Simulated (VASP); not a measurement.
Consider the following.

```xyz
3
Lattice="1.8226 -3.1569 0.0000 1.8226 3.1569 0.0000 0.0000 0.0000 4.2508" Properties=species:S:1:pos:R:3 pbc="T T T"
Pt     0.0000     0.0000     0.0000
Se     1.8226     1.0523     1.2499
Se     1.8226    -1.0523     3.0008
```

Calculation: PBE GGA, VASP's PBE PAW potentials (set 64) (plane waves; VASP). Numerical set-up: 480 eV cut-off, 6×6×4 Γ-centred mesh, Gaussian smearing of 0.050 eV, potentials Pt Se.

Without a dispersion term in the relaxation, distances and binding between the weakly bound layers, chains or molecules are unreliable, and so is what depends on them. Unless said otherwise, spin-orbit coupling is left out, though it shifts the bands of the heavy elements here.

### Question
Estimate the energy per atom (σ→0), pressure, band gap (on the k-mesh) with the smallest direct gap where there is one.

### Answer

| Quantity | Result |
|---|---|
| band gap (on the k-mesh) | none (metal, semimetal or under 0.01 eV) |
| energy per atom (σ→0) | -4.407 eV/atom |
| pressure | 300.0 kbar |

The compound is PtSe2 in the 1T layered structure. It was relaxed first under an external pressure of 30 GPa. The k-mesh is coarse (spacing up to 0.37 per Å, 2π included), so the numbers may not be converged in it.
